# Which edge of a wurtzite crystal gives way?

## The question

Wurtzite AlN has two independent edges: a, within the hexagonal layers, and c, across them. When the crystal is squeezed or stretched, nothing obliges the two to change in the same proportion. Suppose the volume is fixed at 9.975 Å³ per atom and the crystal is free to choose its shape. How long will the two edges be, and how much energy does the choice save?

VASP 6.6.1, PBE with the recommended PAW potentials, for wurtzite AlN without spin polarisation: cutoff 520 eV, 3×3×1 k mesh, Gaussian smearing of 0.02 eV. Cell shape and atomic positions are relaxed at fixed volume; for the parent at 10.612 Å³/atom the volume is free too. The c/a ratio and shortest distance describe the starting cells, and energy drops count from them.

```
volume (Å³/atom)     c/a  shortest distance (Å)  relaxed length a (Å)  relaxed length c (Å)  energy drop per atom (meV)
           9.657  1.5654                  1.843                 3.064                 4.750                       0.700
           9.975  1.5654                  1.863                     ?                     ?                           ?
          10.293  1.5654                  1.883                 3.123                 4.875                       0.100
          10.612  1.5654                  1.902                 3.152                 4.934                       0.000
          10.930  1.5654                  1.921                 3.181                 4.989                       0.000
          11.248  1.5654                  1.940                 3.210                 5.043                       0.200
          11.567  1.5654                  1.958                 3.239                 5.094                       0.400
```

The column c/a is the ratio at the start of each run, not at its end. The cell at 10.612 Å³ per atom is the relaxed parent. The others are that cell scaled uniformly, then relaxed in shape and atomic positions at constant volume. The energy drop is what this relaxation gains. It is zero for the parent by construction, since the parent was relaxed beforehand.

## Fixed volume is pressure in disguise

When the shape has the lowest energy for its volume, no stress remains that would trade one edge against the other. What is left is a uniform pressure. The calculated stresses confirm this: they are nearly the same along both axes, from about 22 GPa of compression in the smallest cell to about 14 GPa of tension in the largest. The relaxed edges therefore show how AlN responds to hydrostatic load.

They show that c is the softer edge. From the parent to the smallest cell, c shrinks by 1.34 times the relative amount that a does. From the parent to the largest cell, c stretches by only 1.17 times as much. The relaxed c/a thus falls on compression and rises on expansion, and it responds more strongly on compression.

## Why the layers flatten

The cause can be argued from geometry. Each Al atom has four N neighbours: one straight along c and three reached by slanted bonds, which form a buckled layer. Changing the angle of a bond usually costs less energy than changing its length. The crystal can therefore yield to pressure by tilting its slanted bonds, provided that the tilt reduces the volume.

Let every bond have length b, and let the slanted bonds rise by a height h across the layer. Then c is 2(b + h), a is √3·√(b² − h²), and

cell volume ∝ (b + h)²(b − h)

change of volume with h ∝ (b + h)(b − 3h)

For regular tetrahedra h = b/3, and the second line is zero: a small tilt leaves the volume unchanged. That shape has c/a = √(8/3) ≈ 1.633. The parent cell, at 1.565, is already flatter, so h is below b/3 and further flattening does reduce the volume. Pressure then pushes the layers flatter. The slanted bonds swing towards the plane, which shortens c and props a open.

The response is uneven for at least two reasons. One is plain from the stresses: the smallest cell is under about 22 GPa of compression, while the largest, at a similar strain, is under only about 14 GPa of tension, so the push on its shape is weaker. The same two lines suggest another. The flatter the layers, the more volume each further bit of tilt saves, so compression strengthens its own hold on the angle. Under tension the layers buckle more and approach the regular shape, where tilting no longer gains volume. The change of c/a should then slow down on the expanded side, as it does in the table.

The argument holds all bonds equal and ignores how forces change as atoms approach, so it accounts for the direction of the change and part of its curvature, not its exact size. The tilt itself is inferred, since the table gives the edges but not the relaxed positions of the atoms. The argument also gives a rule for a related crystal: ask first whether its tetrahedra start out flattened. If they are regular, this particular push is absent at first.

## The prediction

At a known volume, only one quantity is free: once c/a is chosen, both edges follow. I let c/a depend on the logarithm of the volume relative to the parent, with a linear and a quadratic term, and fitted this curve to the six known rows. The cell at 9.975 Å³ per atom took no part in the fit.

Its logarithmic strain is x = ln(9.975/10.612) = −0.0619. The estimate runs:

c/a = 1.565 + 0.1216x − 0.3949x² ≈ 1.556

a = [8 × 9.975/(√3 × 1.556)]^(1/3) ≈ 3.094 Å

c = 1.556 × 3.094 Å ≈ 4.814 Å

The energy drop needs a separate argument. A uniformly scaled cell is slightly the wrong shape, and the force that corrects it grows in proportion to the volume strain. So does the distance the shape has to move. The gain is half of force times distance, so it begins with the square of the strain; a cubic term allows compression and expansion to differ. Fitted to the same six rows, this gives 65.72x² − 139x³ ≈ 0.28 meV per atom.

The forecasts are:

- **Shape:** c/a falls below its starting value, to 1.556 ± 0.001.
- **Edge a:** 3.094 ± 0.001 Å, longer than in the uniformly scaled cell.
- **Edge c:** 4.814 ± 0.003 Å, shorter than in the uniformly scaled cell.
- **Energy drop:** about 0.3 ± 0.1 meV per atom.

The range for c/a is a judgement, wider than the scatter of the fit. The ranges for the edges follow from it, with an allowance for rounding.

## The reveal

The withheld rows as computed:

```
volume (Å³/atom)     c/a  shortest distance (Å)  relaxed length a (Å)  relaxed length c (Å)  energy drop per atom (meV)
           9.975  1.5654                  1.863                 3.094                 4.814                       0.300
```

Both edges agree with the forecast to the last printed digit, and the energy drop agrees within its rounding. The small remaining differences call for no physical explanation. Keeping the starting shape would have done visibly worse: it makes a too short by 0.007 Å and c too long by 0.019 Å.

The success has a narrow meaning. The withheld volume lies between two known ones, and a straight line for c/a also gives 1.556 there. This cell therefore confirms that the response is smooth, but it can't tell a curve from a line. The evidence for the curve comes from the other rows: when each is left out in turn, the typical error in c/a is 0.0003 for the curve and 0.003 for the line. The full comparison is in the printed output below.

## A small energy, a visible change of shape

Shape relaxation saves 0.7 meV per atom in the smallest cell. Changing the volume from the parent to that cell costs about 62 meV per atom, so the saving is roughly one percent of the cost. At the largest volume the proportion is similar.

Both energies start from a minimum, so each grows roughly with the square of its distortion. In the smallest cell the volume is 9 percent below the parent's, while c/a is only about 1 percent away from its best value. With similar stiffness, a distortion about a tenth as large costs about a hundredth as much. The edges, by contrast, change in direct proportion to the error in shape. For an energy–volume curve over this range, uniformly scaled cells would therefore lose little. For the length of c under load, which fixes the spacing of the layers, the shape has to be relaxed.

The energy drops also reveal a limit of the simplest spring picture. With one constant stiffness, the drop divided by the square of the change in c/a would be the same everywhere. Per squared percent, it is 0.75 meV per atom in the smallest cell and 1.84 in the largest. The drops are rounded to 0.1 meV, which leaves the second figure uncertain by more than a tenth of its value, but that is too little to close the gap. The geometry above suggests part of the reason. Under compression each further bit of flattening saves more volume than the last, which makes the shape easier to change. Under tension each further bit of buckling gains less, which makes it harder. Changes in the bonds themselves may add to this, and so may the shift of the atoms within the cell, whose gain is counted in the drop. These numbers can't tell how much.

## How far to trust the numbers

The sampling of electron states is coarse, with a single plane of k points along c. The parent's c/a of 1.565 lies clearly below the known value for AlN, roughly 1.6. That offset, about 0.035, is larger than the whole span of relaxed c/a in the known rows, about 0.022. The absolute edges are therefore unreliable as properties of real AlN, and the forecast's close agreement is agreement within the same settings.

The direction of the trend is safer, because c/a of wurtzite AlN is known to fall under pressure. Its strength, its curvature and the sub-meV energy drops would need a denser mesh. The geometry offers a guess at what such a mesh would show: tetrahedra that start closer to regular should feel a weaker push to flatten, so c/a should vary less with volume than it does here, provided that the bonds resist tilting equally.

Numerical output:

```
fit of ca on 6 rows: constant 1.565 +/- 8.1e-05, coefficient of x 0.1216 +/- 0.00094, coefficient of x2 -0.3949 +/- 0.016; rms 9.52e-05, worst 10.612 -0.000146, leave-one-out rms 0.000277
  rows outside the fit (model, value, miss): 9.975 1.556, 1.556, 0.000256
fit of ca on 6 rows: constant 1.564 +/- 0.00068, coefficient of x 0.1249 +/- 0.011; rms 0.00134, worst 11.567 0.00182, leave-one-out rms 0.00272
  rows outside the fit (model, value, miss): 9.975 1.556, 1.556, 0.000117
fit of energy_drop_per_atom on 6 rows: coefficient of x2 65.72 +/- 2.7, coefficient of x3 -139 +/- 30; rms 0.0262, worst 10.93 0.0537, leave-one-out rms 0.0556
  rows outside the fit (model, value, miss): 9.975 0.2848, 0.3, -0.0152
Shape and edges in angstrom:
     row  relaxed c/a  model a  model c  scaled a  scaled c
   9.657         1.55    3.064     4.75     3.054     4.781
   9.975        1.556    3.094    4.814     3.087     4.833
  10.293        1.561    3.123    4.875      3.12     4.884
  10.612        1.565    3.152    4.934     3.152     4.934
   10.93        1.568    3.181    4.989     3.183     4.983
  11.248        1.571     3.21    5.042     3.214     5.031
  11.567        1.573    3.239    5.094     3.244     5.078
Error bar of a from 0.001 in c/a plus rounding (angstrom): 0.001163
Error bar of c from 0.001 in c/a plus rounding (angstrom): 0.002562
Withheld row, model a less computed a (angstrom): -0.0004176
Withheld row, model c less computed c (angstrom): 0.0001418
Withheld row, scaled a less computed a (angstrom): -0.006509
Withheld row, scaled c less computed c (angstrom): 0.01916
Strain of c over strain of a, parent to smallest volume: 1.342
Strain of c over strain of a, parent to largest volume: 1.172
Drop per squared percent of c/a change, smallest volume (meV/atom): 0.7484
Drop per squared percent of c/a change, largest volume (meV/atom): 1.836
Energy above parent, smallest volume (meV/atom): 61.69
Energy above parent, largest volume (meV/atom): 44.98
Span of relaxed c/a over the known rows: 0.02245
Rough known c/a of 1.6 less that of the parent: 0.03464
```
